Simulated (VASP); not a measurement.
# CaGa2Cl2 (P1) in VASP: density of states with PBE

Aim: the density of states of CaGa2Cl2 with PBE.

Program: VASP 6.6.1. These are calculated values, not measurements. Logs are shortened: lines on timing, memory, paths and dates and some standing lists are left out, and cuts for length are marked.

### 1 Starting point

The typed cell holds 5 atoms: a = 4.666 Å, b = 4.751 Å, c = 6.902 Å, α = 69.88°, β = 70.13°, γ = 89.36°.

The cell was built by a generator and needn't be a form met in nature.

### 2 Density of states, PBE

Contents of POSCAR:

```
CaGa2Cl2
1.0
    0.0263413200      4.6663455100      0.0053280000
    4.7512482800      0.0263413200      0.0106711900
    2.3750571100      2.3394844400     -6.0434621700
Ga Ca Cl
2 1 2
Direct
    0.4096490000      0.3902950000      0.2043360000
    0.6171410000      0.6019640000      0.7705010000
    0.9934380000      0.0155240000      0.0033320000
    0.7471790000      0.2557920000      0.5031750000
    0.2350340000      0.7575680000      0.4995440000
```

Contents of INCAR.step1:

```
ALGO = Fast
EDIFF = 1E-7
ENCUT = 520
GGA = PE
ISIF = 2
ISMEAR = -1
LASPH = True
LCHARG = True
LREAL = False
LWAVE = False
NBANDS = 33
NELM = 100
PREC = Accurate
SIGMA = 0.0804
```

Contents of KPOINTS.step1:

```
Automatic mesh
0
Gamma
  4 4 3
  0 0.5 0
```

Contents of INCAR.step2:

```
ALGO = Fast
EDIFF = 1E-7
ENCUT = 520
GGA = PE
ICHARG = 11
ISIF = 2
ISMEAR = -5
LASPH = True
LCHARG = False
LORBIT = 11
LREAL = False
LWAVE = False
NBANDS = 33
NEDOS = 1001
NELM = 100
PREC = Accurate
SIGMA = 0.0804
```

Contents of KPOINTS.step2:

```
k-points
0
Gamma
  6 6 5
```

Potentials or basis: VASP PAW PBE potentials, release 64 (Ga_d, Ca_sv, Cl).

Started as:

```
$ cat potpaw_PBE.64/Ga_d/POTCAR potpaw_PBE.64/Ca_sv/POTCAR potpaw_PBE.64/Cl/POTCAR > POTCAR
$ cp INCAR.step1 INCAR
$ cp KPOINTS.step1 KPOINTS
$ mpirun -np 1 vasp_std > vasp.out
$ cp INCAR.step2 INCAR
$ cp KPOINTS.step2 KPOINTS
$ mpirun -np 1 vasp_std > vasp.out
```

OUTCAR:

```text
EDIFF = 1E-7
   ENCUT = 520
   GGA = PE
   ICHARG = 11
   ISIF = 2
   ISMEAR = -5
   LASPH = True
   LORBIT = 11
   LREAL = False
   NELM = 100
   PREC = Accurate

 ion  position               nearest neighbor table
   1  0.410  0.390  0.204-   2 2.63
   2  0.617  0.602  0.771-   1 2.63   4 2.79   5 2.79
   3  0.993  0.016  0.003-
   4  0.747  0.256  0.503-   2 2.79
   5  0.235  0.758  0.500-   2 2.79

  LATTYP: Found a triclinic cell.
 ALAT       =     9.5893248295
 B/A-ratio  =     0.4866268462
 C/A-ratio  =     1.2621287427
 COS(alpha) =     0.0022880034
 COS(beta)  =     0.6338548374
 COS(gamma) =     0.7341566681

  Lattice vectors:

 A1 = (   2.4288738100,   7.0195479000,   6.0647893600)
 A2 = (   0.0263413200,   4.6663455100,   0.0053280000)
 A3 = (   0.0274753800,   0.0137179500,  12.1029235300)

Analysis of symmetry for initial positions (statically):
=====================================================================
 Subroutine PRICEL returns:
 Original cell was already a primitive cell.

 Routine SETGRP: Setting up the symmetry group for a
 triclinic supercell.

 Subroutine GETGRP returns: Found  1 space group operations
 (whereof  1 operations were pure point group operations)
 out of a pool of  2 trial point group operations.

The static configuration has the point symmetry C_1 .

Analysis of symmetry for dynamics (positions and initial velocities):
=====================================================================
 Subroutine PRICEL returns:
 Original cell was already a primitive cell.

 Routine SETGRP: Setting up the symmetry group for a
 triclinic supercell.

 Subroutine GETGRP returns: Found  1 space group operations
 (whereof  1 operations were pure point group operations)
 out of a pool of  2 trial point group operations.

The dynamic configuration has the point symmetry C_1 .

 Subroutine INISYM returns: Found  1 space group operations
 (whereof  1 operations are pure point group operations),
 and found     1 'primitive' translations

----------------------------------------------------------------------------------------

                                     Primitive cell

  volume of cell :     134.1617

  direct lattice vectors                    reciprocal lattice vectors
     0.026341320  4.666345510  0.005328000    -0.001372656  0.214214144  0.082384982
     4.751248280  0.026341320  0.010671190     0.210293602 -0.001280895  0.082148720
     2.375057110  2.339484440 -6.043462170     0.000370114  0.000186592 -0.165250381

  length of vectors
     4.666422899  4.751333282  6.901993822     0.229514420  0.225773010  0.165250901

  position of ions in fractional coordinates (direct lattice)
     0.409649000  0.390295000  0.204336000
     0.617141000  0.601964000  0.770501000
     0.993438000  0.015524000  0.003332000
     0.747179000  0.255792000  0.503175000
     0.235034000  0.757568000  0.499544000

  ion indices of the primitive-cell ions
   primitive index   ion index
                 1           1
                 2           2
                 3           3
                 4           4
                 5           5

----------------------------------------------------------------------------------------

 KPOINTS: k-points

Automatic generation of k-mesh.
 Grid dimensions read from file:
 generate k-points for:    6    6    5

 Generating k-lattice:

  Cartesian coordinates                     Fractional coordinates (reciprocal lattice)
    -0.000228776  0.035702357  0.013730830     0.166666667 -0.000000000  0.000000000
     0.035048934 -0.000213483  0.013691453    -0.000000000  0.166666667 -0.000000000
     0.000074023  0.000037318 -0.033050076     0.000000000  0.000000000  0.200000000

  Length of vectors
     0.038252403  0.037628835  0.033050180

  Shift w.r.t. Gamma in fractional coordinates (k-lattice)
     0.000000000  0.000000000  0.000000000

 TETIRR: Found    540 inequivalent tetrahedra from     1080

 Subroutine IBZKPT returns following result:
 ===========================================

 Found     92 irreducible k-points:

 Following reciprocal coordinates:
            Coordinates               Weight
  0.000000  0.000000  0.000000      1.000000
  0.166667 -0.000000  0.000000      2.000000
  0.333333 -0.000000  0.000000      2.000000
  0.500000  0.000000  0.000000      1.000000
 -0.000000  0.166667  0.000000      2.000000
  0.166667  0.166667  0.000000      2.000000
[... 16 lines left out ...]
  0.333333  0.000000  0.200000      2.000000
  0.500000 -0.000000  0.200000      2.000000
 [... further k-points ...]
   k-points           NKPTS =     92   k-points in BZ     NKDIM =     92   number of bands    NBANDS=     33
   number of dos      NEDOS =   1001   number of ions     NIONS =      5
   total plane-waves  NPLWV =  69984
   dimension x,y,z NGX =    36 NGY =   36 NGZ =   54
   dimension x,y,z NGXF=    72 NGYF=   72 NGZF=  108
   ions per type =               2   1   2
   NGX,Y,Z   is equivalent  to a cutoff of  12.83, 12.60, 13.01 a.u.
   NGXF,Y,Z  is equivalent  to a cutoff of  25.65, 25.19, 26.01 a.u.
 SYSTEM =  unknown system
   PREC   = accura    normal or accurate (medium, high low for compatibility)
   ISTART =      0    job   : 0-new  1-cont  2-samecut
   ICHARG =     11    charge: 1-file 2-atom 10-const
   ISPIN  =      1    spin polarized calculation?
   LNONCOLLINEAR =      F non collinear calculations
   LSORBIT =      F    spin-orbit coupling
   LASPH  =      T    aspherical Exc in radial PAW
   ENCUT  =  520.0 eV  38.22 Ry    6.18 a.u.   8.68  8.83 12.83*2*pi/ulx,y,z
   NELM   =    100;   NELMIN=  2; NELMDL=  0     # of ELM steps
   EDIFF  = 0.1E-06   stopping-criterion for ELM
   LREAL  =      F    real-space projection
   EDIFFG = 0.1E-05   stopping-criterion for IOM
   NSW    =      0    number of steps for IOM
   IBRION =     -1    ionic relax: 0-MD 1-quasi-New 2-CG
   NFREE  =      0    steps in history (QN), initial steepest desc. (CG)
   ISIF   =      2    stress and relaxation
   ISYM   =      2    0-nonsym 1-usesym 2-fastsym
   POTIM  = 0.5000    time-step for ionic-motion
   TEBEG  =    0.0;   TEEND  =   0.0 temperature during run
   PSTRESS=    0.0 pullay stress
   NELECT =      50.0000    total number of electrons
   NUPDOWN=      -1.0000    fix difference up-down
   EMIN   =  10.00;   EMAX   =-10.00  energy-range for DOS
   EFERMI =   0.00;   METHOD = LEGACY
   ISMEAR =    -5;   SIGMA  =   0.08  broadening in eV -4-tet -1-fermi 0-gaus
   EFERMI_NEDOS =   21; number of points for ismear=-14 and -15
   IALGO  =     68    algorithm
   IMIX   =      4    mixing-type and parameters
     AMIX     =   0.40;   BMIX     =  1.00
     AMIX_MAG =   1.60;   BMIX_MAG =  1.00
  volume/ion in A,a.u.               =      26.83       181.07
  Fermi-wavevector in a.u.,A,eV,Ry     =   1.178118  2.226319 18.884357  1.387961
  Thomas-Fermi vector in A             =   2.314452
   LORBIT       =     11    0 simple, 1 ext, 2 COOP (PROOUT), +10 PAW based schemes
   GGA     = PE    functional components
   LHFCALC =     F    Hartree Fock is set to
   AEXX    =    0.0000 exact exchange contribution
   IVDW    =     0    specifies the selected vdW correction
   LEPSILON=     F    determine dielectric tensor
   LRPA    =     F    only Hartree local field effects (RPA)
 non-spin polarized calculation
 RMM-DIIS sequential band-by-band and
 Fermi weights with tetrahedron method with Bloechl corrections
  energy-cutoff  :      520.00
  volume of cell :      134.16
 maximum number of plane-waves:      3642

 number of electron      49.9999999 magnetization

 Free energy of the ion-electron system (eV)
  ---------------------------------------------------
  ext. energy  EPLUGINS =         0.00000000
  ---------------------------------------------------
  free energy    TOTEN  =       -13.89165993 eV

  energy without entropy =      -13.89165993  energy(sigma->0) =      -13.89165993

 E-fermi :   3.3498     XC(G=0):  -8.8324

 val. band max:        3.4203683116   @ k =  -0.1667  -0.1667   0.4000
 cond. band min:       3.3519007172   @ k =  -0.0000  -0.1667   0.4000
 fundamental gap:     -0.0684675945
 Fermi energy:         3.3497842367

 k-point     1 :       0.0000    0.0000    0.0000
  band No.  band energies     occupation
      1     -39.5767      2.00000
      2     -20.5768      2.00000
      3     -20.5061      2.00000
      4     -20.4915      2.00000
      5     -12.6765      2.00000
      6     -11.9472      2.00000
[... 25 lines left out ...]
     32       5.5706      0.00000
     33       6.3182      0.00000

 k-point     2 :       0.1667   -0.0000    0.0000
  band No.  band energies     occupation
      1     -39.5766      2.00000
      2     -20.5766      2.00000
      3     -20.5085      2.00000
      4     -20.4913      2.00000
      5     -12.6212      2.00000
      6     -11.9857      2.00000
[... 25 lines left out ...]
     32       5.9685      0.00000
     33       7.0191      0.00000

 k-point     3 :       0.3333   -0.0000    0.0000
  band No.  band energies     occupation
      1     -39.5765      2.00000
      2     -20.5762      2.00000
      3     -20.5134      2.00000
      4     -20.4910      2.00000
      5     -12.4749      2.00000
      6     -12.0997      2.00000
[... 25 lines left out ...]
     32       6.8123      0.00000
     33       6.8260      0.00000

 k-point     4 :       0.5000    0.0000    0.0000
  band No.  band energies     occupation
      1     -39.5764      2.00000
      2     -20.5759      2.00000
      3     -20.5159      2.00000
      4     -20.4909      2.00000
      5     -12.3190      2.00000
      6     -12.2398      2.00000
[... 25 lines left out ...]
     32       6.0088      0.00000
     33       7.1121      0.00000

 k-point     5 :      -0.0000    0.1667    0.0000
  band No.  band energies     occupation
      1     -39.5767      2.00000
      2     -20.5766      2.00000
      3     -20.5060      2.00000
      4     -20.4934      2.00000
      5     -12.6214      2.00000
      6     -11.9862      2.00000
[... 604 lines left out ...]
 k-point    22 :       0.1667    0.0000    0.2000
  band No.  band energies     occupation
      1     -39.5766      2.00000
      2     -20.5766      2.00000
      3     -20.5085      2.00000
      4     -20.4913      2.00000
      5     -12.6204      2.00000
      6     -11.9862      2.00000
[... 25 lines left out ...]
     32       5.9764      0.00000
     33       6.8901      0.00000

 k-point    23 :       0.3333    0.0000    0.2000
  band No.  band energies     occupation
      1     -39.5765      2.00000
      2     -20.5761      2.00000
      3     -20.5134      2.00000
      4     -20.4910      2.00000
      5     -12.4767      2.00000
      6     -12.0969      2.00000
[... 25 lines left out ...]
     32       6.7474      0.00000
     33       7.5070      0.00000

 k-point    24 :       0.5000   -0.0000    0.2000
  band No.  band energies     occupation
      1     -39.5764      2.00000
      2     -20.5760      2.00000
      3     -20.5159      2.00000
      4     -20.4909      2.00000
      5     -12.3178      2.00000
      6     -12.2409      2.00000
[... 25 lines left out ...]
     32       6.2709      0.00000
     33       7.2914      0.00000

 [... further k-points ...]

------------------------ aborting loop because EDIFF is reached ----------------------------------------

  FORCE on cell =-STRESS in cart. coord.  units (eV):
  Direction    XX          YY          ZZ          XY          YZ          ZX
  --------------------------------------------------------------------------------------
  -------------------------------------------------------------------------------------
  Total       -0.0022531      0.0824420      0.3226439     -0.1595626      0.0450509     -0.0026723
  in kB       -0.0269068      0.9845331      3.8530578     -1.9055178      0.5380040     -0.0319134
  external PRESSURE =       1.6035614 kB  Pullay stress =       0.0000000 kB

 VOLUME and BASIS-vectors are now :
 -----------------------------------------------------------------------------
  energy-cutoff  :      520.00
  volume of cell :      134.16
      direct lattice vectors                 reciprocal lattice vectors
     0.026341320  4.666345510  0.005328000    -0.001372656  0.214214144  0.082384982
     4.751248280  0.026341320  0.010671190     0.210293602 -0.001280895  0.082148720
     2.375057110  2.339484440 -6.043462170     0.000370114  0.000186592 -0.165250381

 POSITION                                       TOTAL-FORCE (eV/Angst)
 -----------------------------------------------------------------------------------
      2.35049      2.39989     -1.22855         0.097431     -0.052761     -0.399177
      4.70632      4.69822     -4.64678         0.077873     -0.046494      0.453344
      0.10784      4.64393     -0.01468        -0.118365      0.098116     -0.005942
      2.43008      4.67050     -3.03421        -0.029726     -0.090679     -0.053460
      4.79203      2.28538     -3.00964        -0.027213      0.091817      0.005235
 -----------------------------------------------------------------------------------
    total drift:                               -0.001626     -0.002015      0.000000

  FREE ENERGIE OF THE ION-ELECTRON SYSTEM (eV)
  ---------------------------------------------------
  free  energy   TOTEN  =       -13.8916599293 eV

  energy  without entropy=      -13.8916599293  energy(sigma->0) =      -13.89165993

 total charge

# of ion       s       p       d       tot
------------------------------------------
    1        1.144   0.364   9.942  11.450
    2        1.143   0.354   9.948  11.445
    3        2.061   5.816   0.130   8.007
    4        1.616   3.474   0.000   5.090
    5        1.616   3.474   0.000   5.090
--------------------------------------------------
tot          7.580  13.483  20.020  41.083
```

Wall time 16 min (1 thread of Intel Xeon Platinum 8488C (Sapphire Rapids), shared host); peak memory 0.5 GiB.

Results:

| Property | Result |
| --- | --- |
| Valence electrons inside the program's atomic spheres | Ga 11.45; Ca 8.01; Cl 5.09 |

Levels at points of the mesh, in eV from the Fermi level:
```csv
k point,band 22,band 23,band 24,band 25,band 26,band 27,band 28,band 29
"(0.00, 0.00, 0.00)",-2.78,-2.66,-1.22,0.52,0.60,0.70,1.44,1.96
"(0.50, 0.00, 0.00)",-3.81,-3.62,-1.59,-0.89,0.25,2.17,2.19,2.23
"(0.00, 0.50, 0.00)",-3.86,-3.60,-1.61,-0.81,0.34,2.09,2.18,2.25
"(0.50, 0.50, 0.00)",-2.35,-2.22,-1.76,-0.85,0.54,0.89,1.26,2.01
```

States per cell in windows of 0.5 eV (zero at the Fermi level; states under -8 eV left out):
```tsv
from (eV)	total	Ca3_d	Cl4_p	Cl5_p	Ga2_s	Ga1_s	Ga1_p
-8.0	0.10	0.00	0.00	0.00	0.02	0.02	0.00
-7.5	1.61	0.00	0.08	0.08	0.37	0.31	0.01
-7.0	0.29	0.00	0.01	0.01	0.07	0.06	0.00
-6.5	0.54	0.00	0.08	0.08	0.04	0.08	0.00
-6.0	0.98	0.00	0.14	0.14	0.10	0.14	0.01
-5.5	0.61	0.00	0.11	0.11	0.04	0.05	0.01
-5.0	2.39	0.00	0.54	0.55	0.03	0.04	0.04
-4.5	2.43	0.01	0.59	0.60	0.03	0.04	0.05
-4.0	1.83	0.01	0.49	0.48	0.02	0.02	0.04
-3.5	1.45	0.00	0.42	0.41	0.02	0.02	0.03
-3.0	1.37	0.00	0.45	0.45	0.01	0.00	0.01
-2.5	0.51	0.00	0.16	0.16	0.02	0.02	0.00
-2.0	1.32	0.01	0.19	0.19	0.25	0.23	0.01
-1.5	0.59	0.01	0.09	0.09	0.10	0.09	0.01
-1.0	1.42	0.05	0.08	0.08	0.03	0.03	0.10
-0.5	0.49	0.03	0.02	0.02	0.01	0.01	0.04
0.0	1.76	0.21	0.07	0.07	0.01	0.01	0.17
0.5	0.37	0.05	0.01	0.01	0.00	0.00	0.04
1.0	0.89	0.21	0.02	0.02	0.02	0.02	0.07
1.5	3.62	1.20	0.09	0.09	0.07	0.05	0.20
2.0	4.23	2.09	0.09	0.09	0.04	0.04	0.12
2.5	2.49	1.31	0.03	0.03	0.01	0.01	0.08
3.0	1.26	0.43	0.03	0.03	0.01	0.01	0.09
3.5	1.28	0.29	0.04	0.04	0.01	0.01	0.11
4.0	0.14	0.02	0.00	0.00	0.00	0.00	0.01
4.5	0.00	0.00	0.00	0.00	0.00	0.00	0.00
5.0	0.00	0.00	0.00	0.00	0.00	0.00	0.00
5.5	0.00	0.00	0.00	0.00	0.00	0.00	0.00
```

Caveat: the k mesh is coarse (spacing up to 0.36 Å⁻¹), so the values aren't converged; tetrahedron occupations give inexact forces and stress in metals.
